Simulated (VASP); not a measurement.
```yaml
crystal:
  lattice:
    - [-3.23572, 3.23572, 5.87061]
    - [3.23572, -3.23572, 5.87061]
    - [3.23572, 3.23572, -5.87061]
  atoms:
    - { symbol: Si, position: [0.25000, 0.25000, 0.00000] }
    - { symbol: Si, position: [0.75000, 0.75000, 0.00000] }
    - { symbol: Si, position: [0.87003, 0.37003, 0.24007] }
    - { symbol: Si, position: [0.37003, 0.12997, 0.50000] }
    - { symbol: Si, position: [0.12997, 0.62997, 0.75993] }
    - { symbol: Si, position: [0.62997, 0.87003, 0.50000] }
    - { symbol: Ta, position: [0.81516, 0.31516, 0.82979] }
    - { symbol: Ta, position: [0.31516, 0.48537, 0.50000] }
    - { symbol: Ta, position: [0.48537, 0.98537, 0.17021] }
    - { symbol: Ta, position: [0.98537, 0.81516, 0.50000] }
    - { symbol: Ta, position: [0.68484, 0.51463, 0.50000] }
    - { symbol: Ta, position: [0.18484, 0.68484, 0.17021] }
    - { symbol: Ta, position: [0.01463, 0.18484, 0.50000] }
    - { symbol: Ta, position: [0.51463, 0.01463, 0.82979] }
    - { symbol: Ta, position: [0.00000, 0.00000, 0.00000] }
    - { symbol: Ta, position: [0.50000, 0.50000, 0.00000] }
```

All values below come from LDA (Ceperley-Alder, Perdew-Zunger), VASP's LDA PAW potentials (set 64) (plane waves; VASP 6.6.1). Run with LREAL = Auto, 400 eV cut-off, Gaussian smearing of 0.050 eV, potentials Si Ta_pv.

Q: Give the energies of bands 62 to 75 at the high-symmetry points, in eV from the Fermi level.

A: 
```json
[
 {"band": "62", "Γ": "-1.36", "X": "-1.74", "P": "-1.92", "N": "-1.67", "M": "-1.01", "S": "-1.42", "R": "-1.64"},
 {"band": "63", "Γ": "-1.29", "X": "-1.62", "P": "-1.53", "N": "-1.48", "M": "-0.84", "S": "-1.27", "R": "-1.38"},
 {"band": "64", "Γ": "-1.17", "X": "-1.32", "P": "-1.53", "N": "-1.48", "M": "-0.84", "S": "-1.04", "R": "-1.12"},
 {"band": "65", "Γ": "-0.93", "X": "-1.17", "P": "-1.03", "N": "-1.29", "M": "-0.77", "S": "-1.03", "R": "-0.91"},
 {"band": "66", "Γ": "-0.66", "X": "-0.76", "P": "-1.03", "N": "-1.29", "M": "-0.39", "S": "-0.90", "R": "-0.79"},
 {"band": "67", "Γ": "-0.66", "X": "-0.29", "P": "0.17", "N": "0.41", "M": "-0.33", "S": "0.00", "R": "-0.44"},
 {"band": "68", "Γ": "0.49", "X": "0.05", "P": "0.17", "N": "0.41", "M": "-0.27", "S": "0.39", "R": "-0.14"},
 {"band": "69", "Γ": "0.49", "X": "0.70", "P": "1.04", "N": "0.59", "M": "-0.27", "S": "0.47", "R": "0.40"},
 {"band": "70", "Γ": "0.60", "X": "0.99", "P": "1.04", "N": "0.59", "M": "0.06", "S": "0.51", "R": "0.49"},
 {"band": "71", "Γ": "1.21", "X": "1.03", "P": "1.26", "N": "1.09", "M": "0.17", "S": "0.56", "R": "1.23"},
 {"band": "72", "Γ": "1.21", "X": "1.42", "P": "1.26", "N": "1.09", "M": "0.17", "S": "0.86", "R": "1.31"},
 {"band": "73", "Γ": "1.32", "X": "1.71", "P": "1.35", "N": "1.33", "M": "0.57", "S": "0.86", "R": "1.33"},
 {"band": "74", "Γ": "1.34", "X": "1.73", "P": "1.35", "N": "1.33", "M": "0.90", "S": "1.13", "R": "1.46"},
 {"band": "75", "Γ": "1.56", "X": "1.88", "P": "1.93", "N": "1.66", "M": "0.97", "S": "1.15", "R": "1.78"}
]
```

It has no gap at this level: it comes out as a metal or semimetal.

The structure comes from a measured Ta5Si3 entry (I4/mcm) of the Crystallography Open Database, whose conditions weren't checked. It was relaxed first.
